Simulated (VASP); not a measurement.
Given:

```xyz
2
Lattice="0.0000 1.9974 1.9974 1.9974 0.0000 1.9974 1.9974 1.9974 0.0000" Properties=species:S:1:pos:R:3 pbc="T T T"
Li     0.0000     0.0000     0.0000
H      1.9974     1.9974     1.9974
```

Computed with r2SCAN meta-GGA, VASP's PBE PAW potentials (set 64) (plane waves; VASP). Settings: 530 eV cut-off, 10×10×10 Γ-centred mesh, Gaussian smearing of 0.050 eV, potentials Li_sv H.

### Question
Predict the energy per atom (σ→0), band gap (on the k-mesh) with the smallest direct gap where there is one.

### Answer

```yaml
band gap (on the k-mesh): 3.58 eV
smallest direct gap (on the k-mesh): 3.58 eV
energy per atom (σ→0): -3.409 eV/atom
```

The absolute energy has meaning only against runs of the same code, potentials and settings.

The compound is LiH in the rock salt structure. It was relaxed first, which changed the volume by -6 %. The start is the result of an earlier pass.
